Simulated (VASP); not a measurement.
```yaml
crystal:
  lattice:
    - [4.51645, 0.00000, 0.00000]
    - [0.00000, 4.51645, 0.00000]
    - [0.00000, 0.00000, 4.51645]
  atoms:
    - { symbol: Cs, position: [0.00000, 0.00000, 0.00000] }
    - { symbol: I, position: [0.50000, 0.50000, 0.50000] }
```

All values below come from PBEsol GGA, VASP's PBE PAW potentials (set 64) (plane waves; VASP). Settings: 400 eV cut-off, 5×5×5 Γ-centred mesh, Gaussian smearing of 0.050 eV, potentials Cs_sv I.

Q: Predict the energy per atom (σ→0).

A: 
```yaml
energy per atom (σ→0): -2.887 eV/atom
```

The compound is CsI in the CsCl type structure. It was relaxed first. The start is the result of an earlier pass.
